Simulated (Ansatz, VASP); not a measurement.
## AsN (h-BN type (invented)) in two plane-wave programs

Wanted: the spread between two codes on one cell, functional and k mesh. The cell is generated by rule, not measured, and may not be a known phase. Of the first pair: The cell is taken from a series of runs on this material, whose earlier steps may have relaxed, scaled, displaced or heated it; both programs get it as it stands.

Method: plane waves, with VASP 6.6.1 beside it; relaxation of cell and atoms at PBE with D3(BJ), in Ansatz 0.2.0.

### 1. Starting point

The structure is hexagonal, space group P6_3/mmc (No. 194). The conventional cell has a = 3.748 Å, b = 3.748 Å, c = 4.662 Å, α = 90.00°, β = 90.00°, γ = 120.00°. Nearest to As lie 5 N at 2.16 to 2.33 Å. Nearest to N lie 5 As at 2.16 to 2.33 Å. Farther neighbours and most contacts between anions are not listed.

As a file:

```
As N
1.0
     3.74824    0.00000    0.00000
    -1.87412    3.24607    0.00000
     0.00000    0.00000    4.66210
As N
2 2
Cartesian
  0.0000 2.1640 1.1655
  1.8741 1.0820 3.4966
  1.8741 1.0820 1.1655
  0.0000 2.1640 3.4966
```

### 2. Ansatz: relaxation of cell and atoms, PBE with D3(BJ), pair 1

Ansatz runs on its default PAW (the set named soft_2) files.

The relaxed volume is the usual yardstick between codes: in a stiff, nearly cubic crystal its relative difference is about their pressure difference at one cell divided by the bulk modulus.

File input.yaml:

```yaml
crystal:
  lattice:
    - [3.7482404206, 0.0, 0.0]
    - [-1.8741202103, 3.2460714238, 0.0]
    - [0.0, 0.0, 4.6621007726]
  atoms:
    - { symbol: As, position: [0.3333333333, 0.6666666667, 0.25] }
    - { symbol: As, position: [0.6666666667, 0.3333333333, 0.75] }
    - { symbol: "N", position: [0.6666666667, 0.3333333333, 0.25] }
    - { symbol: "N", position: [0.3333333333, 0.6666666667, 0.75] }
kpoints:
  mp_grid: { grid: [12, 12, 8] }
hamiltonian:
  xc: pbe
  dispersion: d3bj
scf:
  occupations: { method: gaussian, width: 0.01 }
output:
  forces: true
  stress: true
  eigenvalues: true
relax:
  adjacent_minimum: "off"
  f_tol: 0.005
  max_steps: 80
  cell: { stress_tol: 0.05 }
```

Command:

```
$ ansatz run input.yaml --threads 2 --pin off --max-ram 5120MiB --backend cpu --events-out ev --progress --plain --runs-dir out
```

Numbers of over 12 decimals in the logs are rounded to 6 here.

What it wrote:

```text
Engine: ansatz 0.2.0, aarch64-unknown-linux-gnu
Pseudopotentials: kind: paw
Pseudopotential: As, paw, valence charge 15, recommended cutoff 420 eV (normal), As.paw.azcp
Pseudopotential: N, paw, valence charge 5, recommended cutoff 420 eV (normal), N.paw.azcp
Functional definition: PBE
  parameter kappa = 0.804
  parameter beta = 0.066725
  exchange = pbe_x(kappa = kappa, mu = beta*pi^2/3)
  correlation = pbe_c(beta = beta)
Crystal: 4 atoms, lattice volume = 56.724 Å³
Basis set: ecut = 420 eV, 1107 PW (Γ), exchange–correlation on 54×54×64 points (8 copies of the dense FFT grid, shifted against one another)
Bands: 24, of which v1, the nominal top of the filled ones, is band 20 counted from 1 (19 counted from 0)
Symmetry: 24 space group operations
Space group: P63/mmc (ITA 194), of the structure as read, at distance tolerance 3.8e-5 Å
k-points: 95 of 1152
Non-local potential: As, projectors of the file, l = 0: 2, l = 1: 2, l = 2: 3, l = 3: 1
Non-local potential: N, projectors of the file, l = 0: 2, l = 1: 2, l = 2: 1
PAW form: soft (Blöchl's): semilocal exchange-correlation on the pseudo side does not see the compensation charge
PAW one-centre angular grid: As, 590 points (default); XC on 64 Gauss nodes
PAW one-centre angular grid: N, 110 points (default); XC on 64 Gauss nodes
Initial density: superposition of atomic densities (neutral atoms: chi_scale 0, normalization atom), corrected by the library's trained network
Initial wavefunctions: pseudopotential atomic-orbital guess
Functional: x = pbe(κ = 0.804, μ = 0.219515), c = pbe(β = 0.066725)
SCF iter   1: F=—  HF=-10477.196365 eV  |F-HF|=—  |Δ(HF+E_count)|=         —  Δρ=7.39e-3  dr2=4.09e-2  ethr=1.77e-3  ⟨swp⟩=6.1  Hψ=9582  notcnv=0
preconditioner: auto → Resta (q_TF=auto, 2.574 Å⁻¹)  ε∞=5.7  [insulator: Δε(μ)=0.149 eV  Ē_g=10.151 eV  σ=0.010 eV  W_gap=1.00  n_scr=20 (ndim 8)  ℏωp=22.0 eV  f_vac=0.031  D(μ)=0.00/eV (n_scr^D=0)  ε∞_Penn≈5.7]
SCF iter   2: F=—  HF=-10477.190190 eV  |F-HF|=—  |Δ(HF+E_count)|=   6.17e-3  Δρ=2.91e-3  dr2=5.95e-3  ethr=1.02e-4  ⟨swp⟩=2.0  Hψ=3734  notcnv=0
SCF iter   3: F=—  HF=-10477.190379 eV  |F-HF|=—  |Δ(HF+E_count)|=   1.89e-4  Δρ=1.68e-3  dr2=2.89e-3  ethr=1.49e-5  ⟨swp⟩=2.0  Hψ=3219  notcnv=0
SCF iter   4: F=—  HF=-10477.191014 eV  |F-HF|=—  |Δ(HF+E_count)|=   6.34e-4  Δρ=4.05e-4  dr2=1.10e-4  ethr=7.23e-6  ⟨swp⟩=2.1  Hψ=3375  notcnv=0
SCF iter   5: F=—  HF=-10477.191061 eV  |F-HF|=—  |Δ(HF+E_count)|=   4.71e-5  Δρ=2.19e-4  dr2=1.66e-5  ethr=2.76e-7  ⟨swp⟩=2.0  Hψ=4225  notcnv=0
SCF iter   6: F=—  HF=-10477.191085 eV  |F-HF|=—  |Δ(HF+E_count)|=   2.42e-5  Δρ=3.01e-5  dr2=3.53e-7  ethr=4.14e-8  ⟨swp⟩=2.0  Hψ=3300  notcnv=0
SCF iter   7: F=-10477.191087 eV  HF=-10477.191087 eV  |F-HF|=8.09e-8  |Δ(HF+E_count)|=   1.58e-6  Δρ=6.31e-6  dr2=1.36e-8  ethr=2.50e-10  ⟨swp⟩=5.2  Hψ=9082  notcnv=0
SCF 1 converged in 7 iterations: F = -10477.191087 eV  dr2 = 1.36e-8
  greatest PAW one-centre occupation: 1.000 electrons in one spin orbital (limit 2), on the As atom at site 1 (counted from 0), in its partial waves of l = 2
relax step   1: F+E_penalty+E_count = -10477.19108662 eV  Δ(F+E_penalty+E_count) = +0.000e0 eV  max|allowed force component| = 1.036e-15 eV/Å  Δτ_max = 0.0000 Å  P = +0.019 GPa  Ω = 56.724 Å³  (7 SCF iters, dr2 threshold 1.00e-7 eV, accepted)
[...]
relax step   2: F+E_penalty+E_count = -10477.19239297 eV  Δ(F+E_penalty+E_count) = -1.306e-3 eV  max|allowed force component| = 8.882e-16 eV/Å  Δτ_max = 0.0000 Å  P = +0.078 GPa  Ω = 56.692 Å³  energy of the carried Pulay correction = +9.221e-5 eV  (4 SCF iters, dr2 threshold 4.00e-7 eV, accepted)
[...]
relax step   3: F+E_penalty+E_count = -10477.19269883 eV  Δ(F+E_penalty+E_count) = -3.059e-4 eV  max|allowed force component| = 5.921e-16 eV/Å  Δτ_max = 0.0000 Å  P = -0.117 GPa  Ω = 56.770 Å³  energy of the carried Pulay correction = -3.120e-5 eV  (4 SCF iters, dr2 threshold 4.00e-7 eV, accepted)
[...]
relax step   4: F+E_penalty+E_count = -10477.19287245 eV  Δ(F+E_penalty+E_count) = -1.736e-4 eV  max|allowed force component| = 1.184e-15 eV/Å  Δτ_max = 0.0000 Å  P = +0.073 GPa  Ω = 56.688 Å³  energy of the carried Pulay correction = +1.303e-4 eV  (5 SCF iters, dr2 threshold 4.52e-8 eV, accepted)
[...]
relax step   5: F+E_penalty+E_count = -10477.19281725 eV  Δ(F+E_penalty+E_count) = +5.520e-5 eV  max|allowed force component| = 1.184e-15 eV/Å  Δτ_max = 0.0000 Å  P = +0.001 GPa  Ω = 56.719 Å³  energy of the carried Pulay correction = +6.715e-5 eV  (4 SCF iters, dr2 threshold 2.26e-8 eV, accepted)
[...]
relax step   6: F+E_penalty+E_count = -10477.19278799 eV  Δ(F+E_penalty+E_count) = +2.926e-5 eV  max|allowed force component| = 1.485e-15 eV/Å  Δτ_max = 0.0000 Å  P = +0.000 GPa  Ω = 56.719 Å³  stress off target by 2.06e-2 GPa  SCF on the basis re-selected at this cell (its energy is not comparable with the rows above)  (6 SCF iters)
basis re-selected at this cell: Δ(F+E_penalty+E_count) = +2.926e-5 eV, ΔP = -0.000 GPa vs the last step (what re-selecting the basis moved, of the pressure what is left beyond the Pulay correction that the steps carried, after the strain that the cell walked since its last selection, with what the two solves' SCF thresholds leave and, on support functions, any second-order correction that the steps lacked; it is no m [...]
SCF converged after 6 iterations
Free energy (F): -10477.192788 eV
Harris-Foulkes:  -10477.192788 eV  (|F-HF|=1.46e-11)
Internal energy: -10477.192788 eV  (E = F + TS)
E sigma→0 (E₀):  -10477.192788 eV
Fermi energy:    11.351658 eV
--- Per-component energies (eV) ---
  E_band       = -455.782516
  E_kinetic    = 456.148187
  E_local      = -3665.817208  (includes V_loc(G=0)·N_el)
  E_nonlocal   = -1248.373756
  E_hartree    = 1939.318827
  E_xc         = -277.618853
  E_vxc        = -309.539467  (∫ρ·V_xc dr)
  E_paw        = -3919.649607  (= ΣΔE_a)
  E_vpaw       = 433.161779  (= ΣTr[D̂ρ^β])
  E_aug_tail   = 0.000183  (compensation charges beyond the density's cutoff)
  E_ewald      = -3760.089554
  E_disp       = -1.111008  (pairwise vdW)
  E_smearing   = -0.000000  (= −TS)
  E_closure    = 0.000000  (closes the sum)
  Σ components = -10477.192788   (vs F -10477.192788, Δ=0.00e0)
--- Forces (eV/Å), atoms counted from 1 ---
  atom   1  As    -0.00000000    -0.00000000     0.00000000
  atom   2  As     0.00000000     0.00000000     0.00000000
  atom   3  N      0.00000000     0.00000000     0.00000000
  atom   4  N      0.00000000    -0.00000000     0.00000000
  max |Σ_I F_I| component: 1.11e-16 eV/Å
--- Stress (GPa, compression-positive) ---
        0.011007      -0.000000       0.000000
        0.000000       0.011007       0.000000
        0.000000       0.000000      -0.020562
  P = ⅓ Tr σ = 0.0005 GPa (0.005 kbar)
--- Band table (eV; the first three rows and the last of 95) ---
  k-point 0: bands = [... 16 lower, 5.4250, 7.6399, 7.6399, 8.1674, 11.8092, 11.8092, 14.2110, 14.2110]
  k-point 1: bands = [... 16 lower, 5.4967, 7.5452, 7.5452, 8.6219, 11.8311, 11.8311, 14.0453, 14.0453]
  k-point 2: bands = [... 16 lower, 5.7055, 7.2763, 7.2763, 9.5384, 11.9357, 11.9357, 13.6214, 13.6214]
  k-point 94: bands = [... 16 lower, 8.4944, 8.4944, 11.3100, 11.3100, 11.7774, 11.7774, 13.2070, 13.2070]
--- Relaxed structure (5 steps of the walk, 5 accepted, 1 SCFs on fresh bases) ---
  F+E_penalty+E_count = -10477.19278799 eV   max|allowed force component| = 1.485e-15 eV/Å   (the final SCF, on the basis selected at the relaxed cell)
  cell:  # Å, volume = 56.7191 Å³
    - [3.759091, 0, 0.0]
    - [-1.879545, 3.255468, 0.0]
    - [0.0, 0.0, 4.634823]
  atoms:
    - { symbol: As, position: [0.333333, 0.666667, 0.25] }
    - { symbol: As, position: [0.666667, 0.333333, 0.750000] }
    - { symbol: N, position: [0.666667, 0.333333, 0.25] }
    - { symbol: N, position: [0.333333, 0.666667, 0.750000] }
```

### 3. VASP: relaxation of cell and atoms, PBE with D3(BJ), pair 1

The same cell, functional, mesh and smearing now go to VASP, with its own data sets.

Lines of VASP's logs that name or quote its potential files are left out, and so is its time.

File INCAR:

```
SYSTEM = AsN
PREC = Accurate
ENCUT = 600
EDIFF = 1E-07
NELM = 120
ISMEAR = 0
SIGMA = 0.01
LREAL = .FALSE.
ALGO = Normal
GGA = PE
IVDW = 12
NBANDS = 16
LORBIT = 11
LWAVE = .FALSE.
LCHARG = .FALSE.
ISIF = 3
IBRION = 2
NSW = 80
EDIFFG = -0.005
LASPH = .TRUE.
GGA_COMPAT = .FALSE.
NELMIN = 4
KPAR = 2
```

File POSCAR:

```
AsN
1.0
    3.7482400000      0.0000000000      0.0000000000
   -1.8741200000      3.2460710000      0.0000000000
    0.0000000000      0.0000000000      4.6621010000
As N
2 2
Direct
    0.3333334360      0.6666668720      0.2499999464
    0.6666667180      0.3333334360      0.7500000536
    0.6666667180      0.3333334360      0.2499999464
    0.3333334360      0.6666668720      0.7500000536
```

File KPOINTS:

```
Automatic mesh
0
Gamma
12 12 8
0 0 0
```

Potentials, in the order of the species: As and N (PBE family, release 64).

Command:

```
$ mpirun -np 2 vasp_std
```

What it wrote:

```text
[banner, memory and clock lines left out]
running    2 mpi-ranks, on    1 nodes
 distrk:  each k-point on    1 cores,    2 groups
 distr:  one band on    1 cores,    1 groups

 POSCAR found type information on POSCAR AsN
 POSCAR found :  2 types and       4 ions
 LDA part: xc-table for (Slater+PW92), standard interpolation
 POSCAR, INCAR and KPOINTS ok, starting setup
 FFT: planning ... GRIDC
 FFT: planning ... GRID_SOFT
 FFT: planning ... GRID
 WAVECAR not read
 entering main loop
       N       E                     dE             d eps       ncg     rms          rms(c)
DAV:   1     0.893075022672E+02    0.89308E+02   -0.10218E+04  3040   0.125E+03
DAV:   2    -0.188675907800E+02   -0.10818E+03   -0.10349E+03  4336   0.228E+02
DAV:   3    -0.249066769118E+02   -0.60391E+01   -0.60131E+01  3592   0.610E+01
DAV:   4    -0.249544295342E+02   -0.47753E-01   -0.47731E-01  3584   0.557E+00
DAV:   5    -0.249547571472E+02   -0.32761E-03   -0.32761E-03  3432   0.438E-01    0.116E+01
DAV:   6    -0.221918011538E+02    0.27630E+01   -0.18080E+01  3848   0.284E+01    0.535E+00
DAV:   7    -0.219535292340E+02    0.23827E+00   -0.19960E+00  3512   0.103E+01    0.340E+00
DAV:   8    -0.219702342115E+02   -0.16705E-01   -0.40125E-01  3368   0.473E+00    0.202E+00
DAV:   9    -0.219356882236E+02    0.34546E-01   -0.10213E-01  3472   0.227E+00    0.297E-01
DAV:  10    -0.219365407227E+02   -0.85250E-03   -0.76420E-03  3464   0.633E-01    0.154E-01
DAV:  11    -0.219365163096E+02    0.24413E-04   -0.30939E-04  3584   0.142E-01    0.300E-02
DAV:  12    -0.219365329914E+02   -0.16682E-04   -0.26148E-05  3680   0.310E-02    0.287E-02
DAV:  13    -0.219365277812E+02    0.52101E-05   -0.20570E-05  3888   0.298E-02    0.548E-03
DAV:  14    -0.219365273875E+02    0.39376E-06   -0.22821E-06  3464   0.113E-02    0.912E-04
DAV:  15    -0.219365273389E+02    0.48554E-07   -0.35027E-08  2208   0.141E-03
   1 F= -.23047569E+02 E0= -.23047569E+02  d E =-.230476E+02
 curvature:   0.00 expect dE= 0.000E+00 dE for cont linesearch  0.000E+00
 trial: gam= 0.00000 g(F)=  0.191E-40 g(S)=  0.314E-02 ort = 0.000E+00 (trialstep = 0.100E+01)
 search vector abs. value=  0.314E-02
 bond charge predicted
       N       E                     dE             d eps       ncg     rms          rms(c)
DAV:   1    -0.219412097148E+02   -0.46823E-02   -0.19671E-01  3080   0.320E+00    0.264E-01
DAV:   2    -0.219399202697E+02    0.12894E-02   -0.47771E-03  4016   0.477E-01    0.158E-01
DAV:   3    -0.219390277419E+02    0.89253E-03   -0.13544E-03  3688   0.245E-01    0.125E-02
DAV:   4    -0.219390323126E+02   -0.45707E-05   -0.81402E-05  3552   0.660E-02    0.916E-03
DAV:   5    -0.219390325684E+02   -0.25585E-06   -0.13583E-06  3640   0.862E-03    0.702E-03
DAV:   6    -0.219390329598E+02   -0.39132E-06   -0.78208E-07  3384   0.620E-03    0.219E-03
DAV:   7    -0.219390328839E+02    0.75881E-07   -0.22189E-07  2352   0.332E-03
   2 F= -.23049517E+02 E0= -.23049517E+02  d E =-.194837E-02
 trial-energy change:   -0.001948  1 .order   -0.001937   -0.003140   -0.000734
 step:   1.2939(harm=  1.3050)  dis= 0.00000  next Energy=   -23.049625 (dE=-0.206E-02)
 bond charge predicted
       N       E                     dE             d eps       ncg     rms          rms(c)
DAV:   1    -0.219394864748E+02   -0.45352E-03   -0.17015E-02  3080   0.941E-01    0.780E-02
DAV:   2    -0.219393733772E+02    0.11310E-03   -0.41674E-04  4008   0.141E-01    0.466E-02
DAV:   3    -0.219392952279E+02    0.78149E-04   -0.11781E-04  3680   0.724E-02    0.379E-03
DAV:   4    -0.219392954983E+02   -0.27037E-06   -0.71940E-06  3568   0.197E-02    0.271E-03
DAV:   5    -0.219392955120E+02   -0.13744E-07   -0.11995E-07  2224   0.264E-03
   3 F= -.23049624E+02 E0= -.23049624E+02  d E =-.205521E-02
 curvature:  -0.65 expect dE=-0.837E-05 dE for cont linesearch -0.185E-07
 trial: gam= 0.00710 g(F)=  0.165E-40 g(S)=  0.128E-04 ort =-0.944E-05 (trialstep = 0.106E+01)
 search vector abs. value=  0.129E-04
 reached required accuracy - stopping structural energy minimisation
```

From OUTCAR (step 3):

```text
ion  position               nearest neighbor table
   1  0.333  0.667  0.250-   3 2.16   3 2.16   3 2.16   4 2.33   4 2.33
   2  0.667  0.333  0.750-   4 2.16   4 2.16   4 2.16   3 2.33   3 2.33
   3  0.667  0.333  0.250-   1 2.16   1 2.16   1 2.16   2 2.33   2 2.33
   4  0.333  0.667  0.750-   2 2.16   2 2.16   2 2.16   1 2.33   1 2.33

  LATTYP: Found a hexagonal cell.
 ALAT       =     3.7482400000
 C/A-ratio  =     1.2438106952

 Subroutine GETGRP returns: Found 24 space group operations
 (whereof 12 operations were pure point group operations)

The static configuration has the point symmetry D_3d.
 The point group associated with its full space group is D_6h.

 Found     95 irreducible k-points:

   k-points           NKPTS =     95   k-points in BZ     NKDIM =     95   number of bands    NBANDS=     16

   dimension x,y,z NGX =    30 NGY =   30 NGZ =   40
   dimension x,y,z NGXF=    60 NGYF=   60 NGZF=   80

   ENCUT  =  600.0 eV  44.10 Ry    6.64 a.u.   7.49  7.49  9.31*2*pi/ulx,y,z

   NELECT =      20.0000    total number of electrons

 k-points in reciprocal lattice and weights: Automatic mesh
   0.00000000  0.00000000  0.00000000       0.001
   0.08333333  0.00000000  0.00000000       0.005
   0.16666667  0.00000000  0.00000000       0.005
   0.25000000  0.00000000  0.00000000       0.005
   0.33333333 -0.00000000  0.00000000       0.005
   0.41666667  0.00000000  0.00000000       0.005
   0.50000000  0.00000000  0.00000000       0.003
   0.08333333  0.08333333  0.00000000       0.005
   0.16666667  0.08333333  0.00000000       0.010
[...]
0.33333333  0.25000000  0.50000000       0.010
   0.33333333  0.33333333  0.50000000       0.002

 Edisp (eV)   -1.11048

 average (electrostatic) potential at core
       1 -50.1161       2 -50.1161       3 -63.4587       4 -63.4587

 E-fermi :   6.5584

 k-point     1 :       0.0000    0.0000    0.0000
  band No.  band energies     occupation
    ...
      6       0.6303      2.00000
      7       0.6303      2.00000
      8       2.8533      2.00000
      9       2.8533      2.00000
     10       3.3680      2.00000
     11       7.0087      0.00000
     12       7.0087      0.00000
     13       9.4137      0.00000
     14       9.4137      0.00000
     15      11.3558      0.00000
    ...

 k-point     2 :       0.0833    0.0000    0.0000
  band No.  band energies     occupation
    ...
      6       0.5180      2.00000
      7       1.0112      2.00000
      8       2.8058      2.00000
      9       3.2162      2.00000
     10       3.2587      2.00000
     11       6.8583      0.00000
     12       7.2247      0.00000
     13       9.3670      0.00000
     14       9.5793      0.00000
     15      11.2684      0.00000
    ...

 k-point     3 :       0.1667    0.0000    0.0000
  band No.  band energies     occupation
    ...
      6       0.2442      2.00000
      7       1.7015      2.00000
      8       2.6681      2.00000
      9       2.9447      2.00000
     10       3.9141      2.00000
     11       6.6756      0.00000
     12       7.8308      0.00000
     13       9.2898      0.00000
     14      10.0234      0.00000
     15      11.0683      0.00000
    ...

 Edisp (eV)   -1.11033

  Total      -0.01918    -0.01918    -0.01815     0.00000     0.00000     0.00000
  in kB      -0.54153    -0.54153    -0.51245     0.00000     0.00000     0.00000
  external pressure =       -0.53 kB  Pullay stress =        0.00 kB

  energy-cutoff  :      600.00
  volume of cell :       56.74
      direct lattice vectors                 reciprocal lattice vectors
     3.760787668  0.000000000 -0.000000000     0.265901744  0.153518446 -0.000000000
    -1.880393834  3.256937599  0.000000000    -0.000000000  0.307036893  0.000000000
     0.000000000  0.000000000  4.632253314     0.000000000 -0.000000000  0.215877659

 POSITION                                       TOTAL-FORCE (eV/Angst)
 -----------------------------------------------------------------------------------
     -0.00000      2.17129      1.15806         0.000000     -0.000000      0.000000
      1.88039      1.08565      3.47419        -0.000000     -0.000000     -0.000000
      1.88039      1.08565      1.15806         0.000000     -0.000000      0.000000
     -0.00000      2.17129      3.47419        -0.000000      0.000000     -0.000000
 -----------------------------------------------------------------------------------
    total drift:                               -0.000000     -0.000490     -0.000138

  FREE ENERGIE OF THE ION-ELECTRON SYSTEM (eV)
  ---------------------------------------------------
  free  energy   TOTEN  =       -23.0496240904 eV

  energy  without entropy=      -23.0496240902  energy(sigma->0) =      -23.04962409

 reached required accuracy - stopping structural energy minimisation

 total charge
# of ion       s       p       d       tot
------------------------------------------
    1        1.412   1.052   0.094   2.558
    2        1.412   1.052   0.094   2.558
    3        1.327   2.233   0.000   3.560
    4        1.327   2.233   0.000   3.560
--------------------------------------------------
tot          5.477   6.572   0.188  12.237

[... 3 further parts left out ...]
```

The run keeps the 24 symmetry operations of its start, so it cannot find a distortion of lower symmetry.

### 4. Comparison

Known differences besides the potentials themselves: the data sets hold 40 valence electrons in Ansatz (on its default PAW (the set named soft_2) files) and 20 in VASP; the cutoff is 420 eV in Ansatz and 600 eV in VASP; Ansatz adds a Pulay correction to the stress that steers its cell, VASP none. Total energies have different zeros and are not compared.

Both answers:

```
                                         quantity  Ansatz   VASP  difference
                                      volume (Å³)   56.72  56.74     -0.03 %
edge a after relaxation, in the typed setting (Å)   3.759  3.761     -0.05 %
edge c after relaxation, in the typed setting (Å)   4.635  4.632     +0.05 %
```

[end of part 1 of 2]

[Lines on the potential files, build, host, timing and source positions are cut from VASP's logs without a mark.]

[Logs are printed without paths, hosts, clocks, repeated set-up lines and the standing remarks that a program may print on its own settings, such as how far it seeks lower states.]

[Hosts, paths, dates, database ids (printed as entryN), source tags and the programs' standing remarks are cut or masked in the printed files.]
